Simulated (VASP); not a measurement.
An input for Ansatz (written as the equivalent of a VASP run, and not itself run):

Ansatz 0.2 input:
```yaml
crystal:
  lattice:
    - [1.2550000, -2.1737240, 0.0000000]
    - [1.2550000, 2.1737240, 0.0000000]
    - [0.0000000, 0.0000000, 4.0700000]
  atoms:
    - { symbol: Co, position: [0.3333330, 0.6666670, 0.2500000], spin: 1.8 }
    - { symbol: Co, position: [0.6666670, 0.3333330, 0.7500000], spin: 1.8 }
kpoints:
  mp_grid: { grid: [15, 15, 8] }
hamiltonian:
  xc: r2scan
  pseudopotentials: { kind: paw }
magnetization: { spin_polarized: true }
scf:
  occupations: { method: methfessel_paxton, width: 0.1 }
  max_iter: 100
relax:
  max_steps: 60
  f_tol: 0.01
  cell: {}
output: { forces: true, stress: true, eigenvalues: true }
```

### Question
Write the VASP files for the same calculation (r2SCAN).

### Answer
Several could match; the one computed here: 
INCAR:
```
! general
SYSTEM   =  Co
PREC     =  Accurate
ENCUT    =  520
LREAL    =  .FALSE.
LASPH    =  .TRUE.

! electronic loop
EDIFF    =  1E-6
NELM     =  100
ALGO     =  Normal
LMAXMIX  =  4
LMIXTAU  =  .TRUE.

! smearing
ISMEAR   =  1
SIGMA    =  0.1

! functional
METAGGA  =  R2SCAN

! spin
ISPIN    =  2
MAGMOM   =  1.8 1.8

! ions
IBRION   =  2
NSW      =  60
ISIF     =  3
EDIFFG   =  -0.01

! output
LWAVE    =  .FALSE.
LCHARG   =  .FALSE.
LORBIT   =  10
```

KPOINTS:
```
Automatic
0
Gamma
 15 15 8
0 0 0
```

### POSCAR
```
Co
1
    1.2550000000    -2.1737240000     0.0000000000
    1.2550000000     2.1737240000     0.0000000000
    0.0000000000     0.0000000000     4.0700000000
Co
2
Direct
  0.3333330000   0.6666670000   0.2500000000
  0.6666670000   0.3333330000   0.7500000000
```

POTCAR, in this order: Co (PBE.64 set). Program: vasp_std.

What does not carry over: each code has its own PAW files, so the cut-off isn't converted (ENCUT is set for VASP's; basis.ecutwfc is left out, and Ansatz then takes the one that its files recommend); Ansatz stops its SCF on the density residual and VASP on the energy change (EDIFF).

The compound is Co in the hcp structure. This run relaxes it. Symmetry was kept, so distortions that lower it aren't found.
